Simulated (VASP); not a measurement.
Input:

```
CdTe
1.0
    0.00000     3.31050     3.31050
    3.31050     0.00000     3.31050
    3.31050     3.31050     0.00000
Cd Te
1 1
Direct
  0.00000   0.00000   0.00000
  0.25000   0.25000   0.25000
```

All values below come from PW91 GGA, VASP's PBE PAW potentials (set 64) (plane waves; VASP 6.6.1). Settings: 520 eV cut-off, 7×7×7 Γ-centred mesh, Gaussian smearing of 0.050 eV, potentials Cd Te.

Task: Give the energy at these volumes per atom, relative to the lowest: 34.10, 35.19, 36.28, 37.37, 38.46 Å³.

Result: 16.4, 3.9, 0.0, 3.4, 12.9 meV/atom. A third-order Birch-Murnaghan fit gives B0 = 35.6 GPa and B0′ = 4.8.

Measured: bulk modulus 43.7 GPa (computed value off by -18.5 %), as given by Elmahjoubi et al., (2023), arXiv:2303.01780; a 6.480 Å (computed value off by +2.2 %), as given by M J Lucero et al., Journal of Physics Condensed Matter (2012), arXiv:1111.4515. The calculation is for a static lattice, while the measured bulk modulus, a hold thermal and zero-point effects, which are part of the difference.

The compound is CdTe in the zinc blende structure. It was relaxed first, which changed the volume by +7 %.
